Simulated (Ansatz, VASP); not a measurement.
## Si2WN4 (WSi2N4 monolayer): VASP beside Ansatz

Wanted: the spread between two codes on one cell, functional and k mesh. The cell is taken from a series of runs on this material, whose earlier steps may have relaxed, scaled, displaced or heated it; both programs get it as it stands.

Program: Ansatz 0.2.0. Level of theory: plane waves, with VASP 6.6.1 beside it; single point at PBE with D3(BJ). Results are calculated unless marked as measured.

## (1) Set-up

The cell holds 7 atoms: 4 N, 2 Si and 1 W. Cell: a = 2.890 Å, b = 2.890 Å, c = 25.076 Å, α = 90.0°, β = 90.0°, γ = 120.0°. Vacuum lies along c.

Coordinates:

```xyz
7
Lattice="2.8897 0.0000 0.0000 -1.4449 2.5026 0.0000 0.0000 0.0000 25.0764" Properties=species:S:1:pos:R:3
N     0.0000    0.0000    9.0000
N     0.0000    1.6684   11.2744
N     0.0000    1.6684   13.8020
N     0.0000    0.0000   16.0764
Si    0.0000    1.6684    9.5229
Si    0.0000    1.6684   15.5535
W     0.0000    0.0000   12.5382
```

## (2) VASP: single point, PBE with D3(BJ)

With cell and atoms fixed, the geometry can't cause a difference; cores, projectors, grids and the points listed under the comparison can.

Lines of VASP's logs that name or quote its potential files are left out, and so is its time.

The input, INCAR:

```
SYSTEM = Si2WN4
PREC = Accurate
ENCUT = 520
EDIFF = 1E-06
NELM = 120
ISMEAR = -1
SIGMA = 0.02585
LREAL = .FALSE.
ALGO = Normal
GGA = PE
IVDW = 12
NBANDS = 24
LASPH = .TRUE.
LORBIT = 11
LWAVE = .FALSE.
LCHARG = .FALSE.
ISIF = 2
LDIPOL = .TRUE.
IDIPOL = 3
DIPOL = 0.5 0.5 0.5
LVHAR = .TRUE.
GGA_COMPAT = .FALSE.
EFERMI = MIDGAP
NELMDL = -8
KPAR = 2
```

The input, POSCAR:

```
Si2WN4
1.0
    2.8897055121      0.0000000000      0.0000000000
   -1.4448527561      2.5025583829      0.0000000000
    0.0000000000      0.0000000000     25.0763741939
N Si W
4 2 1
Direct
    0.0000000000      0.0000000000      0.3589035612
    0.3333333333      0.6666666667      0.4496024558
    0.3333333333      0.6666666667      0.5503975442
    0.0000000000      0.0000000000      0.6410964388
    0.3333333333      0.6666666667      0.3797539108
    0.3333333333      0.6666666667      0.6202460892
    0.0000000000      0.0000000000      0.5000000000
```

The input, KPOINTS:

```
Automatic mesh
0
Gamma
18 18 1
0 0 0
```

Potentials, in the order of the species: N, Si and W (PBE family, release 64).

Command:

```console
$ mpirun -np 2 vasp_std
```

Numbers of over 12 decimals in the logs are rounded to 6 here.

Output:

```text
[banner, memory and clock lines left out]
running    2 mpi-ranks, on    1 nodes
 distrk:  each k-point on    1 cores,    2 groups
 distr:  one band on    1 cores,    1 groups

 POSCAR found type information on POSCAR N SiW
 POSCAR found :  3 types and       7 ions
 LDA part: xc-table for (Slater+PW92), standard interpolation
 POSCAR, INCAR and KPOINTS ok, starting setup
 FFT: planning ... GRIDC
 FFT: planning ... GRID_SOFT
 FFT: planning ... GRID
 WAVECAR not read
 entering main loop
       N       E                     dE             d eps       ncg     rms          rms(c)
DAV:   1     0.265658503737E+03    0.26566E+03   -0.14672E+04  1776   0.117E+03
DAV:   2    -0.398950777741E+02   -0.30555E+03   -0.29286E+03  2568   0.287E+02
DAV:   3    -0.721981964654E+02   -0.32303E+02   -0.31999E+02  2336   0.101E+02
DAV:   4    -0.731039302265E+02   -0.90573E+00   -0.90270E+00  2384   0.202E+01
DAV:   5    -0.731329681597E+02   -0.29038E-01   -0.29025E-01  2256   0.321E+00
DAV:   6    -0.731343216784E+02   -0.13535E-02   -0.13532E-02  2496   0.721E-01
DAV:   7    -0.731343797481E+02   -0.58070E-04   -0.58069E-04  2384   0.131E-01
DAV:   8    -0.731343819559E+02   -0.22078E-05   -0.22078E-05  2328   0.244E-02    0.412E+01
DAV:   9    -0.639303817047E+02    0.92040E+01   -0.37756E+01  2344   0.360E+01    0.136E+01
DAV:  10    -0.637965272820E+02    0.13385E+00   -0.34343E+00  2536   0.126E+01    0.115E+01
DAV:  11    -0.636523713145E+02    0.14416E+00   -0.27782E-01  2624   0.485E+00    0.163E+00
DAV:  12    -0.636541220981E+02   -0.17508E-02   -0.82500E-02  2360   0.186E+00    0.871E-01
DAV:  13    -0.636528803328E+02    0.12418E-02   -0.29848E-03  2400   0.451E-01    0.756E-01
DAV:  14    -0.636511687583E+02    0.17116E-02   -0.31412E-03  2368   0.309E-01    0.166E-01
[...]
DAV:  21    -0.636514379905E+02   -0.30302E-04   -0.12106E-06  1776   0.597E-03    0.221E-03
DAV:  22    -0.636514713858E+02   -0.33395E-04   -0.24034E-06  1688   0.605E-03    0.137E-03
DAV:  23    -0.636514862064E+02   -0.14821E-04   -0.79921E-07  1712   0.304E-03    0.690E-04
DAV:  24    -0.636514924375E+02   -0.62311E-05   -0.25605E-07  1672   0.165E-03    0.442E-04
DAV:  25    -0.636514970545E+02   -0.46170E-05   -0.24736E-07  1640   0.157E-03    0.382E-04
DAV:  26    -0.636515001464E+02   -0.30919E-05   -0.98986E-08  1624   0.107E-03    0.167E-04
DAV:  27    -0.636515013021E+02   -0.11557E-05   -0.41247E-08  1616   0.931E-04    0.387E-04
DAV:  28    -0.636515016993E+02   -0.39718E-06   -0.16701E-08  1488   0.526E-04
   1 F= -.65486327E+02 E0= -.65486327E+02  d E =-.847130E-22
```

Parts of OUTCAR (step 2):

```text
ion  position               nearest neighbor table
   1  0.000  0.000  0.359-   5 1.75   5 1.75   5 1.75
   2  0.333  0.667  0.450-   5 1.75   7 2.09   7 2.09   7 2.09
   3  0.333  0.667  0.550-   6 1.75   7 2.09   7 2.09   7 2.09
   4  0.000  0.000  0.641-   6 1.75   6 1.75   6 1.75
   5  0.333  0.667  0.380-   1 1.75   1 1.75   1 1.75   2 1.75
   6  0.333  0.667  0.620-   4 1.75   4 1.75   4 1.75   3 1.75
   7  0.000  0.000  0.500-   2 2.09   3 2.09   2 2.09   3 2.09   2 2.09   3 2.09

  LATTYP: Found a hexagonal cell.
 ALAT       =     2.8897055121
 C/A-ratio  =     8.6778303495

 Subroutine GETGRP returns: Found 12 space group operations
 (whereof 12 operations were pure point group operations)

The static configuration has the point symmetry D_3h.

 Found     37 irreducible k-points:

   k-points           NKPTS =     37   k-points in BZ     NKDIM =     37   number of bands    NBANDS=     24

   dimension x,y,z NGX =    24 NGY =   24 NGZ =  192
   dimension x,y,z NGXF=    48 NGYF=   48 NGZF=  384

   ENCUT  =  520.0 eV  38.22 Ry    6.18 a.u.   5.37  5.37 46.63*2*pi/ulx,y,z

   NELECT =      34.0000    total number of electrons

 k-points in reciprocal lattice and weights: Automatic mesh
   0.00000000  0.00000000  0.00000000       0.003
   0.05555556 -0.00000000  0.00000000       0.019
   0.11111111 -0.00000000  0.00000000       0.019
   0.16666667 -0.00000000  0.00000000       0.019
   0.22222222  0.00000000  0.00000000       0.019
   0.27777778  0.00000000  0.00000000       0.019
   0.33333333 -0.00000000  0.00000000       0.019
   0.38888889  0.00000000  0.00000000       0.019
   0.44444444  0.00000000  0.00000000       0.019
[...]
0.33333333  0.27777778  0.00000000       0.037
   0.33333333  0.33333333  0.00000000       0.006

 dipolmoment           0.000000      0.000000      0.000000 electrons x Angstroem

 average (electrostatic) potential at core
       1 -68.9965       2 -68.7946       3 -68.7946       4 -68.9965       5 -90.3583
       6 -90.3583       7 -46.0158

 E-fermi :   1.0492

 k-point     1 :       0.0000    0.0000    0.0000
  band No.  band energies     occupation
    ...
     13      -3.9251      2.00000
     14      -2.6782      2.00000
     15      -2.6128      2.00000
     16      -2.6128      2.00000
     17      -0.1754      2.00000
     18       2.9490      0.00000
     19       2.9490      0.00000
     20       3.5902      0.00000
     21       3.5902      0.00000
     22       3.8478      0.00000
    ...

 k-point     2 :       0.0556   -0.0000    0.0000
  band No.  band energies     occupation
    ...
     13      -3.9317      2.00000
     14      -2.8264      2.00000
     15      -2.6823      2.00000
     16      -2.4840      2.00000
     17      -0.2061      2.00000
     18       2.8205      0.00000
     19       2.9473      0.00000
     20       3.4577      0.00000
     21       3.6868      0.00000
     22       4.0890      0.00000
    ...

 k-point     3 :       0.1111   -0.0000    0.0000
  band No.  band energies     occupation
    ...
     13      -3.8601      2.00000
     14      -3.0038      2.00000
     15      -2.8714      2.00000
     16      -2.4313      2.00000
     17      -0.3574      2.00000
     18       2.6767      0.00000
     19       2.9483      0.00000
     20       3.3463      0.00000
     21       3.9495      0.00000
     22       4.5477      0.00000
    ...

 Edisp (eV)   -1.83483

  Total      -0.10741    -0.10741     0.02345     0.00000    -0.00000    -0.00000
  in kB      -0.94901    -0.94901     0.20714     0.00000    -0.00000    -0.00000
  external pressure =       -0.56 kB  Pullay stress =        0.00 kB

  energy-cutoff  :      520.00
  volume of cell :      181.34
      direct lattice vectors                 reciprocal lattice vectors
     2.889705512  0.000000000  0.000000000     0.346056024  0.199795539  0.000000000
    -1.444852756  2.502558383  0.000000000     0.000000000  0.399591077  0.000000000
     0.000000000  0.000000000 25.076374194     0.000000000  0.000000000  0.039878173

 POSITION                                       TOTAL-FORCE (eV/Angst)
 -----------------------------------------------------------------------------------
      0.00000      0.00000      9.00000         0.000000      0.000000      0.017947
     -0.00000      1.66837     11.27440        -0.000000     -0.000000     -0.065074
     -0.00000      1.66837     13.80197        -0.000000      0.000000      0.065074
      0.00000      0.00000     16.07637         0.000000      0.000000     -0.017947
     -0.00000      1.66837      9.52285         0.000000     -0.000000     -0.010059
     -0.00000      1.66837     15.55352        -0.000000     -0.000000      0.010059
      0.00000      0.00000     12.53819         0.000000     -0.000000      0.000000
 -----------------------------------------------------------------------------------
    total drift:                                0.000000     -0.000000     -0.000000

  FREE ENERGIE OF THE ION-ELECTRON SYSTEM (eV)
  ---------------------------------------------------
  free  energy   TOTEN  =       -65.4863273098 eV

  energy  without entropy=      -65.4863273098  energy(sigma->0) =      -65.48632731

 vacuum level on the upper side and lower side of the slab         5.199         5.199

 total charge
# of ion       s       p       d       tot
------------------------------------------
    1        1.228   2.681   0.000   3.910
    2        1.236   2.591   0.000   3.827
    3        1.236   2.591   0.000   3.827
    4        1.228   2.681   0.000   3.910
    5        0.680   0.973   0.000   1.653
    6        0.680   0.973   0.000   1.653
    7        0.610   0.903   4.369   5.882
--------------------------------------------------
tot          6.899  13.393   4.369  24.661

[... 3 further parts left out ...]
```

This run has no spin polarisation, so a moment on W, if there is one, isn't seen. The gap is read on the k-mesh alone, so it is an upper bound where the band edges lie off the mesh. The data set W keeps the semicore shell frozen, which is cheaper and a little less accurate.

(Part 1 of 2 ends here.)

[Lines on the potential files, build, host, timing and source positions are cut from VASP's logs without a mark.]

[Logs are printed without paths, hosts, clocks, repeated set-up lines and the standing remarks that a program may print on its own settings, such as how far it seeks lower states.]

[Hosts, paths, dates, database ids (printed as entryN), source tags and the programs' standing remarks are cut or masked in the printed files.]
